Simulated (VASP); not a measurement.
Energy against volume of SrVO₃ (cubic perovskite). These are rev-vdW-DF2, VASP's PBE PAW potentials (set 64) (plane waves; VASP) values and carry that method's errors.

```json
[
 {"V (Å³/atom)": "10.624", "E (eV/atom)": "-6.20517"},
 {"V (Å³/atom)": "10.963", "E (eV/atom)": "-6.22691"},
 {"V (Å³/atom)": "11.302", "E (eV/atom)": "-6.23416"},
 {"V (Å³/atom)": "11.641", "E (eV/atom)": "-6.22906"},
 {"V (Å³/atom)": "11.980", "E (eV/atom)": "-6.21351"}
]
```

Fit a third-order Birch-Murnaghan equation of state.

| Item | Result |
|---|---|
| volume per atom | 11.32 Å^3/atom |
| bulk modulus | 192 GPa |
| pressure derivative of the bulk modulus | 4.42 |
| lattice constant a | 3.840 Å |

Measured: a 3.842 Å (computed value off by -0.1 %), as given by Samuel D. Marks et al., Physical Review Materials (2021), arXiv:2103.05797. The calculation is for a static lattice, while the measured a holds thermal and zero-point effects, which are part of the difference.

The compound is SrVO3 in the cubic perovskite structure. It was relaxed first. The run is not spin-polarised, so no magnetic state was tried.
